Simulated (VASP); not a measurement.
Here is the system:

```yaml
crystal:
  lattice:
    - [1.53576, -2.66001, 0.00000]
    - [1.53576, 2.66001, 0.00000]
    - [0.00000, 0.00000, 5.04362]
  atoms:
    - { symbol: Si, position: [0.66667, 0.33333, 0.49961] }
    - { symbol: Si, position: [0.33333, 0.66667, 0.99961] }
    - { symbol: C, position: [0.66667, 0.33333, 0.87539] }
    - { symbol: C, position: [0.33333, 0.66667, 0.37539] }
```

Method: PBE GGA with D4 dispersion, VASP's PBE PAW potentials (set 64) (plane waves; VASP). Run with 520 eV cut-off, Gaussian smearing of 0.050 eV, potentials Si C.

Predict the band gap (along the path) with the smallest direct gap where there is one.

The band gap (along the path) is 2.26 eV. The smallest direct gap (along the path) is 3.98 eV.

The compound is SiC in the wurtzite structure, the rare 2H polytype. It was relaxed first.
